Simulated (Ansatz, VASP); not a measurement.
# NiO in two plane-wave programs

One calculation is typed for both programs; each brings its own data sets and cutoff. How far apart do they land?

Method: plane waves, with VASP 6.6.1 beside it; single point at PBEsol, DFT+U and band structure at PBEsol, DFT+U, in Ansatz 0.2.0.

## (1) The starting structure

The structure is cubic, space group Fm-3m (No. 225). The conventional cell has a = 4.172 Å, b = 4.172 Å, c = 4.172 Å, α = 90.00°, β = 90.00°, γ = 90.00°. Nearest to Ni lie 6 O at 2.09 Å. Nearest to O lie 6 Ni at 2.09 Å. Farther neighbours and most contacts between anions are not listed.

Structure file:

```
Ni O
1.0
     0.00000    2.08590    2.08590
     2.08590    0.00000    2.08590
     2.08590    2.08590    0.00000
Ni O
1 1
Direct
  0.00000 0.00000 0.00000
  0.50000 0.50000 0.50000
```

## (2) VASP: single point, PBEsol, DFT+U

A single point gives forces, pressure and levels at one fixed geometry, so differences don't come from the geometry; what else differs is listed under the comparison.

Lines of VASP's logs that name or quote its potential files are left out, and so is its time.

The input, INCAR:

```
SYSTEM = NiO
PREC = Accurate
ENCUT = 520
EDIFF = 1E-06
NELM = 100
ISMEAR = 0
SIGMA = 0.05
LREAL = .FALSE.
ALGO = Normal
GGA = PS
NBANDS = 16
ISPIN = 2
MAGMOM = 1 0
LDAU = .TRUE.
LDAUTYPE = 2
LDAUL = 2 -1
LDAUU = 5 0
LDAUJ = 0 0
LDAUPRINT = 1
LASPH = .TRUE.
LMAXMIX = 4
LORBIT = 11
LWAVE = .FALSE.
LCHARG = .FALSE.
KPAR = 4
ISIF = 2
```

The input, POSCAR:

```
NiO
1.0
    0.0000000000      2.0859016414      2.0859016414
    2.0859016414      0.0000000000      2.0859016414
    2.0859016414      2.0859016414      0.0000000000
Ni O
1 1
Direct
    0.0000000000      0.0000000000      0.0000000000
    0.5000000000      0.5000000000      0.5000000000
```

The input, KPOINTS:

```
Automatic mesh
0
Gamma
9 9 9
0 0 0
```

Potentials, in the order of the species: Ni and O (PBE family, release 64).

Launch:

```bash
$ mpirun -np 4 vasp_std
```

Numbers of over 12 decimals in the logs are rounded to 6 here.

The log of the run:

```text
[banner, memory and clock lines left out]
running    4 mpi-ranks, on    1 nodes
 distrk:  each k-point on    1 cores,    4 groups
 distr:  one band on    1 cores,    1 groups

 POSCAR found type information on POSCAR NiO
 POSCAR found :  2 types and       2 ions
|                                                                             |
|               ----> ADVICE to this user running VASP <----                  |
|                                                                             |
|     You enforced a specific xc type in the INCAR file but a different       |
|     [... a line on the potential file left out ...]
|     I HOPE YOU KNOW WHAT YOU ARE DOING!                                     |
|                                                                             |

 LDA part: xc-table for (Slater+PW92), standard interpolation
 POSCAR, INCAR and KPOINTS ok, starting setup
 FFT: planning ... GRIDC
 FFT: planning ... GRID_SOFT
 FFT: planning ... GRID
 WAVECAR not read
 entering main loop
       N       E                     dE             d eps       ncg     rms          rms(c)
DAV:   1     0.803760458841E+02    0.80376E+02   -0.75547E+03  2328   0.127E+03
DAV:   2    -0.641842170689E+01   -0.86794E+02   -0.76026E+02  2432   0.251E+02
DAV:   3    -0.107870794703E+02   -0.43687E+01   -0.42859E+01  2680   0.604E+01
DAV:   4    -0.108215378272E+02   -0.34458E-01   -0.34446E-01  2744   0.524E+00
DAV:   5    -0.108221269783E+02   -0.58915E-03   -0.58915E-03  2680   0.677E-01    0.165E+01
DAV:   6    -0.109202261585E+02   -0.98099E-01   -0.13334E+01  2640   0.740E+01    0.181E+01
DAV:   7    -0.109404966503E+02   -0.20270E-01   -0.12081E+00  2544   0.291E+01    0.896E+00
DAV:   8    -0.110927431314E+02   -0.15225E+00   -0.19268E-01  2760   0.446E+00    0.542E+00
DAV:   9    -0.111559907702E+02   -0.63248E-01   -0.41565E-02  2832   0.692E+00    0.421E-01
DAV:  10    -0.111605365675E+02   -0.45458E-02   -0.20160E-02  2936   0.186E+00    0.329E-01
DAV:  11    -0.111604537852E+02    0.82782E-04   -0.18458E-03  2896   0.973E-01    0.108E-01
DAV:  12    -0.111606449946E+02   -0.19121E-03   -0.16697E-04  2552   0.327E-01    0.447E-02
DAV:  13    -0.111606856724E+02   -0.40678E-04   -0.53434E-05  3296   0.152E-01    0.157E-02
DAV:  14    -0.111606895005E+02   -0.38281E-05   -0.14675E-05  3184   0.482E-02    0.431E-03
DAV:  15    -0.111606895696E+02   -0.69155E-07   -0.68152E-07  1584   0.116E-02
   1 F= -.11160690E+02 E0= -.11160690E+02  d E =-.726806E-16  mag=     2.0000
```

Parts of OUTCAR (step 2):

```text
ion  position               nearest neighbor table
   1  0.000  0.000  0.000-   2 2.09   2 2.09   2 2.09   2 2.09   2 2.09   2 2.09
   2  0.500  0.500  0.500-   1 2.09   1 2.09   1 2.09   1 2.09   1 2.09   1 2.09

  LATTYP: Found a face centered cubic cell.
 ALAT       =     4.1718032828

 Subroutine GETGRP returns: Found 48 space group operations
 (whereof 48 operations were pure point group operations)

The static configuration has the point symmetry O_h .

 Found     35 irreducible k-points:

   k-points           NKPTS =     35   k-points in BZ     NKDIM =     35   number of bands    NBANDS=     16

   dimension x,y,z NGX =    24 NGY =   24 NGZ =   24
   dimension x,y,z NGXF=    48 NGYF=   48 NGZF=   48

   ENCUT  =  520.0 eV  38.22 Ry    6.18 a.u.   5.48  5.48  5.48*2*pi/ulx,y,z

   NELECT =      16.0000    total number of electrons

 k-points in reciprocal lattice and weights: Automatic mesh
   0.00000000  0.00000000  0.00000000       0.001
   0.11111111  0.00000000  0.00000000       0.011
   0.22222222  0.00000000  0.00000000       0.011
   0.33333333  0.00000000  0.00000000       0.011
   0.44444444  0.00000000  0.00000000       0.011
   0.11111111  0.11111111  0.00000000       0.008
   0.22222222  0.11111111  0.00000000       0.033
   0.33333333  0.11111111  0.00000000       0.033
   0.44444444  0.11111111  0.00000000       0.033
[...]
-0.33333333  0.44444444  0.11111111       0.033
  -0.33333333  0.44444444  0.22222222       0.033

atom =   1  type =  1  l = 2

 onsite density matrix

spin component  1

  0.9798  0.0000 -0.0000 -0.0000 -0.0000
  0.0000  0.9798 -0.0000  0.0000  0.0000
 -0.0000 -0.0000  1.0324 -0.0000 -0.0000
 -0.0000  0.0000 -0.0000  0.9798  0.0000
 -0.0000  0.0000 -0.0000  0.0000  1.0324

spin component  2

  0.9774  0.0000 -0.0000 -0.0000  0.0000
  0.0000  0.9774 -0.0000  0.0000  0.0000
 -0.0000 -0.0000  0.1621 -0.0000 -0.0000
 -0.0000  0.0000 -0.0000  0.9774 -0.0000
  0.0000  0.0000 -0.0000 -0.0000  0.1621

 occupancies and eigenvectors

  o =  0.1621  v =  0.0000  0.0000  0.0000  0.0000  0.0000  0.0000 -0.0000 -0.0315 -0.0000 -0.9995      0.0000  0.0000  0.0000  0.0000  0.0000  0.0000  0.0000  0.0000  0.0000  0.0000
  o =  0.1621  v =  0.0000  0.0000  0.0000  0.0000  0.0000  0.0000 -0.0000 -0.9995 -0.0000  0.0315      0.0000  0.0000  0.0000  0.0000  0.0000  0.0000  0.0000  0.0000  0.0000  0.0000
  o =  0.9774  v =  0.0000  0.0000  0.0000  0.0000  0.0000  0.0000  0.5765 -0.0000  0.8171 -0.0000      0.0000  0.0000  0.0000  0.0000  0.0000  0.0000  0.0000  0.0000  0.0000  0.0000
  o =  0.9774  v =  0.0000  0.0000  0.0000  0.0000  0.0000  0.0000 -0.8171  0.0000  0.5765 -0.0000      0.0000  0.0000  0.0000  0.0000  0.0000  0.0000  0.0000  0.0000  0.0000  0.0000
  o =  0.9774  v =  0.0000  0.0000  0.0000  0.0000  0.0000  1.0000  0.0000  0.0000  0.0000  0.0000      0.0000  0.0000  0.0000  0.0000  0.0000  0.0000  0.0000  0.0000  0.0000  0.0000
  o =  0.9798  v =  0.0000  0.9386 -0.0000 -0.3451  0.0000  0.0000  0.0000  0.0000  0.0000  0.0000      0.0000  0.0000  0.0000  0.0000  0.0000  0.0000  0.0000  0.0000  0.0000  0.0000
  o =  0.9798  v =  0.0000  0.3451 -0.0000  0.9386  0.0000  0.0000  0.0000  0.0000  0.0000  0.0000      0.0000  0.0000  0.0000  0.0000  0.0000  0.0000  0.0000  0.0000  0.0000  0.0000
  o =  0.9798  v =  1.0000  0.0000  0.0000  0.0000  0.0000  0.0000  0.0000  0.0000  0.0000  0.0000      0.0000  0.0000  0.0000  0.0000  0.0000  0.0000  0.0000  0.0000  0.0000  0.0000
  o =  1.0324  v =  0.0000 -0.0000 -1.0000  0.0000  0.0091  0.0000  0.0000  0.0000  0.0000  0.0000      0.0000  0.0000  0.0000  0.0000  0.0000  0.0000  0.0000  0.0000  0.0000  0.0000
  o =  1.0324  v =  0.0000 -0.0000  0.0091 -0.0000  1.0000  0.0000  0.0000  0.0000  0.0000  0.0000      0.0000  0.0000  0.0000  0.0000  0.0000  0.0000  0.0000  0.0000  0.0000  0.0000

 average (electrostatic) potential at core
       1 -84.1163       2 -67.5790

 E-fermi :   7.1360

 spin component 1
 k-point     1 :       0.0000    0.0000    0.0000
  band No.  band energies     occupation
    ...
      5       2.3764      1.00000
      6       2.3764      1.00000
      7       5.1508      1.00000
      8       5.1508      1.00000
      9       5.1508      1.00000
     10       9.3513      0.00000
     11      24.9297      0.00000
     12      24.9298      0.00000
     13      24.9298      0.00000
     14      25.4635      0.00000
    ...

 k-point     2 :       0.1111    0.0000    0.0000
  band No.  band energies     occupation
    ...
      5       2.4109      1.00000
      6       2.4110      1.00000
      7       4.5366      1.00000
      8       5.4241      1.00000
      9       5.4241      1.00000
     10      10.2202      0.00000
     11      22.2916      0.00000
     12      24.8054      0.00000
     13      24.8054      0.00000
     14      27.4649      0.00000
    ...

 k-point     3 :       0.2222    0.0000    0.0000
  band No.  band energies     occupation
    ...
      5       2.5639      1.00000
      6       2.5639      1.00000
      7       3.9596      1.00000
      8       6.0005      1.00000
      9       6.0005      1.00000
     10      11.7584      0.00000
     11      19.8736      0.00000
     12      23.8183      0.00000
     13      23.8183      0.00000
     14      27.7185      0.00000
    ...

 k-point     4 :       0.3333    0.0000    0.0000
  band No.  band energies     occupation
    ...
      5       2.7737      1.00000
      6       2.7738      1.00000
      7       3.9471      1.00000
      8       6.5459      1.00000
      9       6.5460      1.00000
     10      12.9101      0.00000
     11      18.3242      0.00000
     12      22.4965      0.00000
     13      22.4965      0.00000
     14      27.6503      0.00000
    ...

 k-point     5 :       0.4444    0.0000    0.0000
  band No.  band energies     occupation
    ...
      5       2.9197      1.00000
      6       2.9197      1.00000
      7       4.0695      1.00000
      8       6.8663      1.00000
      9       6.8664      1.00000
     10      13.2683      0.00000
     11      17.8206      0.00000
     12      21.7018      0.00000
     13      21.7019      0.00000
     14      27.7589      0.00000
    ...

 k-point     6 :       0.1111    0.1111    0.0000
  band No.  band energies     occupation
    ...
      5       2.3389      1.00000
      6       2.3389      1.00000
      7       4.8888      1.00000
      8       5.1699      1.00000
      9       5.1699      1.00000
     10      10.5332      0.00000
     11      22.3172      0.00000
     12      24.4162      0.00000
     13      24.4162      0.00000
     14      25.6749      0.00000
    ...

  Total       -0.6223877     -0.6223877     -0.6223877      0.0000000      0.0000000     -0.0000000
  in kB      -54.9363919    -54.9363919    -54.9363919      0.0000000      0.0000000     -0.0000000
  external PRESSURE =     -54.9363919 kB  Pullay stress =       0.0000000 kB

  energy-cutoff  :      520.00
  volume of cell :       18.15
      direct lattice vectors                 reciprocal lattice vectors
     0.000000000  2.085901641  2.085901641    -0.239704495  0.239704495  0.239704495
     2.085901641  0.000000000  2.085901641     0.239704495 -0.239704495  0.239704495
     2.085901641  2.085901641  0.000000000     0.239704495  0.239704495 -0.239704495

 POSITION                                       TOTAL-FORCE (eV/Angst)
 -----------------------------------------------------------------------------------
      0.00000      0.00000      0.00000         0.000000      0.000000      0.000000
      2.08590      2.08590      2.08590        -0.000000     -0.000000     -0.000000
 -----------------------------------------------------------------------------------
    total drift:                                0.000000     -0.000000     -0.000000

  FREE ENERGIE OF THE ION-ELECTRON SYSTEM (eV)
  ---------------------------------------------------
  free  energy   TOTEN  =       -11.1606895696 eV

  energy  without entropy=      -11.1606895696  energy(sigma->0) =      -11.16068957

 total charge
# of ion       s       p       d       tot
------------------------------------------
    1        0.348   0.432   8.233   9.013
    2        1.542   3.454   0.000   4.996
--------------------------------------------------
tot          1.891   3.885   8.233  14.009

 magnetization (x)
# of ion       s       p       d       tot
------------------------------------------
    1        0.011   0.014   1.746   1.771
    2        0.021   0.191   0.000   0.213
--------------------------------------------------
tot          0.032   0.205   1.746   1.983

[... 6 further parts left out ...]
```

The cell holds one magnetic atom, so no antiferromagnetic order fits into it. Experiment finds antiferromagnetic order in this phase (below 523 K, arxiv:1210.6675), so this ferromagnetic run describes another state. At this level the cell is under a tension of 5.5 GPa, so at these settings it is away from equilibrium.

[end of part 1 of 3]

[Lines on the potential files, build, host, timing and source positions are cut from VASP's logs without a mark.]

[Logs are printed without paths, hosts, clocks, repeated set-up lines and the standing remarks that a program may print on its own settings, such as how far it seeks lower states.]

[Hosts, paths, dates, database ids (printed as entryN), source tags and the programs' standing remarks are cut or masked in the printed files.]
